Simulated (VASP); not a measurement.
# K3Ge (Fm-3m) in VASP: notebook

The runs below take K3Ge through relaxation of cell and atoms, with r2SCAN, rSCAN, r2SCAN+rVV10.

All numbers are computed with VASP 6.6.1; they aren't measurements. Logs are shortened: lines on timing, memory, paths and dates and some standing lists are left out, and cuts for length are marked.

## Step 1: The crystal as given

It takes space group Fm-3m (No. 225, cubic). Conventional cell: a = 8.622 Å, b = 8.622 Å, c = 8.622 Å, α = 90.00°, β = 90.00°, γ = 90.00°. Ge (site symmetry m-3m) is surrounded by 8 K at 3.73 Å. K (site symmetry m-3m) has 8 K at 3.73 Å as nearest neighbours. K (site symmetry -43m) has 4 K at 3.73 Å and 4 Ge at 3.73 Å as nearest neighbours.

The cell comes from a database or a generator and needn't be the stable form of this composition.

## Step 2: Relaxation of cell and atoms, r2SCAN

Input file INCAR:

```
SYSTEM = K3Ge
PREC = Accurate ; ENCUT = 600
EDIFF = 1E-7 ; ISMEAR = 1
SIGMA = 0.1 ; LREAL = .False.
LASPH = .True. ; NELM = 60
ALGO = Normal ; ISIF = 3
LWAVE = .False. ; LCHARG = .False.
METAGGA = R2SCAN ; LMIXTAU = .True.
IBRION = 2 ; NSW = 40
EDIFFG = -0.01
```

Input file KPOINTS:

```
regular mesh
0
Gamma
  6 6 6
  0 0 0
```

Input file POSCAR:

```
K3Ge
1.0
    0.0000000000      4.3110110000      4.3110110000
    4.3110110000      0.0000000000      4.3110110000
    4.3110110000      4.3110110000      0.0000000000
Ge K
1 3
Direct
    0.0000000000      0.0000000000      0.0000000000
    0.5000000000      0.5000000000      0.5000000000
    0.7500000000      0.7500000000      0.7500000000
    0.2500000000      0.2500000000      0.2500000000
```

Potentials or basis: VASP PAW PBE potentials, release 64 (Ge_d, K_sv).

The run is started by

```
$ cat potpaw_PBE.64/Ge_d/POTCAR potpaw_PBE.64/K_sv/POTCAR > POTCAR
$ mpirun -np 1 vasp_std > vasp.out
```

OUTCAR:

```text
SYSTEM = K3Ge
   PREC = Accurate
   ENCUT = 600
   EDIFF = 1E-7
   ISMEAR = 1
   LREAL = .False.
   LASPH = .True.
   NELM = 60
   ISIF = 3
   METAGGA = R2SCAN
   IBRION = 2
   NSW = 40
   EDIFFG = -0.01

 ion  position               nearest neighbor table
   1  0.000  0.000  0.000-
   2  0.500  0.500  0.500-   4 3.73   4 3.73   4 3.73   3 3.73   3 3.73   3 3.73   4 3.73   3 3.73

   3  0.750  0.750  0.750-   2 3.73   2 3.73   2 3.73   2 3.73
   4  0.250  0.250  0.250-   2 3.73   2 3.73   2 3.73   2 3.73

  LATTYP: Found a face centered cubic cell.
 ALAT       =     8.6220220000

  Lattice vectors:

 A1 = (   0.0000000000,   4.3110110000,   4.3110110000)
 A2 = (   4.3110110000,   0.0000000000,   4.3110110000)
 A3 = (   4.3110110000,   4.3110110000,   0.0000000000)

Analysis of symmetry for initial positions (statically):
=====================================================================
 Subroutine PRICEL returns:
 Original cell was already a primitive cell.

 Routine SETGRP: Setting up the symmetry group for a
 face centered cubic supercell.

 Subroutine GETGRP returns: Found 48 space group operations
 (whereof 48 operations were pure point group operations)
 out of a pool of 48 trial point group operations.

The static configuration has the point symmetry O_h .

Analysis of symmetry for dynamics (positions and initial velocities):
=====================================================================
 Subroutine PRICEL returns:
 Original cell was already a primitive cell.

 Routine SETGRP: Setting up the symmetry group for a
 face centered cubic supercell.

 Subroutine GETGRP returns: Found 48 space group operations
 (whereof 48 operations were pure point group operations)
 out of a pool of 48 trial point group operations.

The dynamic configuration has the point symmetry O_h .

 Subroutine INISYM returns: Found 48 space group operations
 (whereof 48 operations are pure point group operations),
 and found     1 'primitive' translations

----------------------------------------------------------------------------------------

                                     Primitive cell

  volume of cell :     160.2387

  direct lattice vectors                    reciprocal lattice vectors
     0.000000000  4.311011000  4.311011000    -0.115982075  0.115982075  0.115982075
     4.311011000  0.000000000  4.311011000     0.115982075 -0.115982075  0.115982075
     4.311011000  4.311011000  0.000000000     0.115982075  0.115982075 -0.115982075

  length of vectors
     6.096690224  6.096690224  6.096690224     0.200886846  0.200886846  0.200886846

  position of ions in fractional coordinates (direct lattice)
     0.000000000  0.000000000  0.000000000
     0.500000000  0.500000000  0.500000000
     0.750000000  0.750000000  0.750000000
     0.250000000  0.250000000  0.250000000

  ion indices of the primitive-cell ions
   primitive index   ion index
                 1           1
                 2           2
                 3           3
                 4           4

----------------------------------------------------------------------------------------

 KPOINTS: regular mesh

Automatic generation of k-mesh.
 Grid dimensions read from file:
 generate k-points for:    6    6    6

 Generating k-lattice:

  Cartesian coordinates                     Fractional coordinates (reciprocal lattice)
    -0.019330346  0.019330346  0.019330346     0.166666667  0.000000000  0.000000000
     0.019330346 -0.019330346  0.019330346     0.000000000  0.166666667  0.000000000
     0.019330346  0.019330346 -0.019330346     0.000000000  0.000000000  0.166666667

  Length of vectors
     0.033481141  0.033481141  0.033481141

  Shift w.r.t. Gamma in fractional coordinates (k-lattice)
     0.000000000  0.000000000  0.000000000

 Subroutine IBZKPT returns following result:
 ===========================================

 Found     16 irreducible k-points:

 Following reciprocal coordinates:
            Coordinates               Weight
  0.000000  0.000000  0.000000      1.000000
  0.166667  0.000000  0.000000      8.000000
  0.333333  0.000000  0.000000      8.000000
  0.500000  0.000000  0.000000      4.000000
  0.166667  0.166667  0.000000      6.000000
  0.333333  0.166667  0.000000     24.000000
[... 8 lines left out ...]
 -0.333333  0.333333  0.166667     24.000000
 -0.333333  0.500000  0.166667     12.000000
   k-points           NKPTS =     16   k-points in BZ     NKDIM =     16   number of bands    NBANDS=     24
   number of dos      NEDOS =    301   number of ions     NIONS =      4
   total plane-waves  NPLWV = 125000
   dimension x,y,z NGX =    50 NGY =   50 NGZ =   50
   dimension x,y,z NGXF=   100 NGYF=  100 NGZF=  100
   ions per type =               1   3
   NGX,Y,Z   is equivalent  to a cutoff of  13.63, 13.63, 13.63 a.u.
   NGXF,Y,Z  is equivalent  to a cutoff of  27.27, 27.27, 27.27 a.u.
 SYSTEM =  K3Ge
   PREC   = accura    normal or accurate (medium, high low for compatibility)
   ISTART =      0    job   : 0-new  1-cont  2-samecut
   ICHARG =      2    charge: 1-file 2-atom 10-const
   ISPIN  =      1    spin polarized calculation?
   LNONCOLLINEAR =      F non collinear calculations
   LSORBIT =      F    spin-orbit coupling
   LASPH  =      T    aspherical Exc in radial PAW
   ENCUT  =  600.0 eV  44.10 Ry    6.64 a.u.  12.18 12.18 12.18*2*pi/ulx,y,z
   NELM   =     60;   NELMIN=  2; NELMDL= -5     # of ELM steps
   EDIFF  = 0.1E-06   stopping-criterion for ELM
   LREAL  =      F    real-space projection
   EDIFFG = -.1E-01   stopping-criterion for IOM
   NSW    =     40    number of steps for IOM
   IBRION =      2    ionic relax: 0-MD 1-quasi-New 2-CG
   NFREE  =      1    steps in history (QN), initial steepest desc. (CG)
   ISIF   =      3    stress and relaxation
   ISYM   =      2    0-nonsym 1-usesym 2-fastsym
   POTIM  = 0.5000    time-step for ionic-motion
   TEBEG  =    0.0;   TEEND  =   0.0 temperature during run
   PSTRESS=    0.0 pullay stress
   NELECT =      41.0000    total number of electrons
   NUPDOWN=      -1.0000    fix difference up-down
   EMIN   =  10.00;   EMAX   =-10.00  energy-range for DOS
   EFERMI =   0.00;   METHOD = LEGACY
   ISMEAR =     1;   SIGMA  =   0.10  broadening in eV -4-tet -1-fermi 0-gaus
   EFERMI_NEDOS =   21; number of points for ismear=-14 and -15
   IALGO  =     38    algorithm
   IMIX   =      4    mixing-type and parameters
     AMIX     =   0.40;   BMIX     =  1.00
     AMIX_MAG =   1.60;   BMIX_MAG =  1.00
  volume/ion in A,a.u.               =      40.06       270.34
  Fermi-wavevector in a.u.,A,eV,Ry     =   1.039315  1.964020 14.696668  1.080175
  Thomas-Fermi vector in A             =   2.173839
   LORBIT       =      0    0 simple, 1 ext, 2 COOP (PROOUT), +10 PAW based schemes
   METAGGA = R2SCAN    functional components
   LHFCALC =     F    Hartree Fock is set to
   AEXX    =    0.0000 exact exchange contribution
   IVDW    =     0    specifies the selected vdW correction
   LEPSILON=     F    determine dielectric tensor
   LRPA    =     F    only Hartree local field effects (RPA)
 conjugate gradient relaxation of ions
 non-spin polarized calculation
 Methfessel and Paxton  Order N= 1 SIGMA  =   0.10
  energy-cutoff  :      600.00
  volume of cell :      160.24
 maximum number of plane-waves:      5381
 NGX is ok and might be reduce to    50
   NGX = 25   NGY = 25   NGZ = 25

--------------------------------------- Ionic step        1  -------------------------------------------

 number of electron      40.9999999 magnetization

 Free energy of the ion-electron system (eV)
  ---------------------------------------------------
  ext. energy  EPLUGINS =         0.00000000
  ---------------------------------------------------
  free energy    TOTEN  =       -31.45974410 eV

  energy without entropy =      -31.44090788  energy(sigma->0) =      -31.45346536

------------------------ aborting loop because EDIFF is reached ----------------------------------------

  FORCE on cell =-STRESS in cart. coord.  units (eV):
  Direction    XX          YY          ZZ          XY          YZ          ZX
  --------------------------------------------------------------------------------------
  -------------------------------------------------------------------------------------
  Total       -0.5188976     -0.5188976     -0.5188976     -0.0000000     -0.0000000      0.0000000
  in kB       -5.1882976     -5.1882976     -5.1882976     -0.0000000     -0.0000000      0.0000000
  external PRESSURE =      -5.1882976 kB  Pullay stress =       0.0000000 kB

 VOLUME and BASIS-vectors are now :
 -----------------------------------------------------------------------------
  energy-cutoff  :      600.00
  volume of cell :      160.24
      direct lattice vectors                 reciprocal lattice vectors
     0.000000000  4.311011000  4.311011000    -0.115982075  0.115982075  0.115982075
     4.311011000  0.000000000  4.311011000     0.115982075 -0.115982075  0.115982075
     4.311011000  4.311011000  0.000000000     0.115982075  0.115982075 -0.115982075
[... 77 lines left out ...]
 POSITION                                       TOTAL-FORCE (eV/Angst)
 -----------------------------------------------------------------------------------
      0.00000      0.00000      0.00000        -0.000000      0.000000      0.000000
      4.24271      4.24271      4.24271        -0.000000      0.000000      0.000000
      6.36407      6.36407      6.36407         0.000000     -0.000000     -0.000000
      2.12136      2.12136      2.12136        -0.000000     -0.000000      0.000000
 -----------------------------------------------------------------------------------
    total drift:                               -0.000000     -0.000000     -0.000000

  FREE ENERGIE OF THE ION-ELECTRON SYSTEM (eV)
  ---------------------------------------------------
  free  energy   TOTEN  =       -31.4738566758 eV

  energy  without entropy=      -31.4551034924  energy(sigma->0) =      -31.46760561

--------------------------------------- Ionic step        4  -------------------------------------------

 number of electron      41.0000009 magnetization

 Free energy of the ion-electron system (eV)
  ---------------------------------------------------
  ext. energy  EPLUGINS =         0.00000000
  ---------------------------------------------------
  free energy    TOTEN  =       -31.47405188 eV

  energy without entropy =      -31.45541621  energy(sigma->0) =      -31.46783999

 E-fermi :   0.9892     XC(G=0):  -7.9237

 val. band max:        0.9843489727   @ k =   0.3333   0.0000   0.0000
 cond. band min:       0.9915906209   @ k =   0.5000   0.3333   0.0000
 fundamental gap:      0.0072416483
 Fermi energy:         0.9892176752

 k-point     1 :       0.0000    0.0000    0.0000
  band No.  band energies     occupation
      1     -32.4655      2.00000
      2     -31.5215      2.00000
      3     -31.5072      2.00000
      4     -22.9936      2.00000
      5     -22.9936      2.00000
      6     -22.9936      2.00000
[... 16 lines left out ...]
     23       3.7632      0.00000
     24       3.7632      0.00000
[... 425 lines left out ...]
 POSITION                                       TOTAL-FORCE (eV/Angst)
 -----------------------------------------------------------------------------------
      4.23333      8.46666      4.23333         0.000000     -0.000000     -0.000000
      4.23333      4.23333      4.23333         0.000000     -0.000000     -0.000000
      6.34999      6.34999      6.34999         0.000000     -0.000000      0.000000
      2.11666      2.11666      2.11666        -0.000000      0.000000     -0.000000
 -----------------------------------------------------------------------------------
    total drift:                                0.000000      0.000000     -0.000000

  FREE ENERGIE OF THE ION-ELECTRON SYSTEM (eV)
  ---------------------------------------------------
  free  energy   TOTEN  =       -31.4740518820 eV

  energy  without entropy=      -31.4554162091  energy(sigma->0) =      -31.46783999

 reached required accuracy - stopping structural energy minimisation
```

Wall time 15 min (1 thread of Intel Xeon 6975P-C (Granite Rapids), shared host); peak memory 0.44 GiB.

What came out:

```yaml
Free_energy: -31.4741 eV
Relaxed_volume: 37.93 Å³/atom
Relaxed_cell: a = 5.987 Å, b = 5.987 Å, c = 5.987 Å, α = 60.00°, β = 60.00°, γ = 60.00°
Space_group_after_relaxing_to_0.05_Å: Fm-3m (No. 225)
Energy_gained_by_relaxing: 3.6 meV/atom
Ionic_steps: 4
Pressure_after_relaxing: 0.0 GPa
Band_gap_on_the_k_mesh: none (metal or under the smearing width)
```

The path:
```csv
step,energy change (eV),largest force (eV/Å),pressure (GPa),volume (Å³)
1,0.0000,0.0000,-0.52,160.24
2,-0.0082,0.0000,-0.35,157.25
3,-0.0141,0.0000,-0.07,152.74
4,-0.0143,0.0000,0.01,151.73
```

Final structure:
```
Ge K
1.0
     0.00000    4.23333    4.23333
     4.23333    0.00000    4.23333
     4.23333    4.23333    0.00000
Ge K
1 3
Direct
  0.00000 0.00000 0.00000
  0.50000 0.50000 0.50000
  0.75000 0.75000 0.75000
  0.25000 0.25000 0.25000
```

Caveat: the PAW data sets were made with another functional, which shifts forces and pressure a little.

## Step 3: Relaxation of cell and atoms, rSCAN

Input file INCAR:

```
SYSTEM = K3Ge
ALGO = Normal
EDIFF = 1E-7
EDIFFG = -0.02
ENCUT = 600
IBRION = 2
ISIF = 3
ISMEAR = 1
LASPH = .True.
LCHARG = .False.
LMIXTAU = .True.
LREAL = .False.
LWAVE = .False.
METAGGA = RSCAN
NELM = 80
NSW = 60
PREC = Accurate
SIGMA = 0.1
```

Input file KPOINTS:

```
k-points
0
Gamma
  6 6 6
  0 0 0
```

POSCAR is that of step 2.

Potentials or basis: VASP PAW PBE potentials, release 64 (Ge_d, K_sv).

The run is started by

```
$ cat potpaw_PBE.64/Ge_d/POTCAR potpaw_PBE.64/K_sv/POTCAR > POTCAR
$ mpirun -np 1 vasp_std > vasp.out
```

Wall time 11 min (1 thread of Intel Xeon 6975P-C (Granite Rapids), shared host); peak memory 0.45 GiB.

Results (log left out):

```
Free energy                            : -50.1573 eV
Relaxed volume                         : 38.26 Å³/atom
Relaxed cell                           : a = 6.004 Å, b = 6.004 Å, c = 6.004 Å, α = 60.00°, β = 60.00°, γ = 60.00°
Space group after relaxing (to 0.05 Å) : Fm-3m (No. 225)
Energy gained by relaxing              : 1.5 meV/atom
Ionic steps                            : 3
Pressure after relaxing                : 0.1 GPa
Band gap on the k mesh                 : none (metal or under the smearing width)
```

The path:
```csv
step,energy change (eV),largest force (eV/Å),pressure (GPa),volume (Å³)
1,0.0000,0.0000,-0.32,160.24
2,-0.0033,0.0000,-0.26,158.42
3,-0.0059,0.0000,0.08,153.04
```

Final structure:
```
Ge K
1.0
     0.00000    4.24542    4.24542
     4.24542    0.00000    4.24542
     4.24542    4.24542    0.00000
Ge K
1 3
Cartesian
  0.0000 0.0000 0.0000
  4.2454 4.2454 4.2454
  6.3681 6.3681 6.3681
  2.1227 2.1227 2.1227
```

Levels at points of the mesh, in eV from the Fermi level:
| k point | band 19 | band 20 | band 21 | band 22 | band 23 | band 24 |
| --- | --- | --- | --- | --- | --- | --- |
| (0.00, 0.00, 0.00) | 0.09 | 0.09 | 0.09 | 0.51 | 2.73 | 2.73 |
| (0.50, 0.00, 0.00) | -1.28 | -0.03 | -0.03 | 2.30 | 3.35 | 3.35 |
| (0.50, 0.50, 0.00) | -1.09 | 0.00 | 0.00 | 1.38 | 2.04 | 4.19 |

Caveat: the PAW data sets were made with another functional, which shifts forces and pressure a little.

(Part 1 of 2 ends here.)
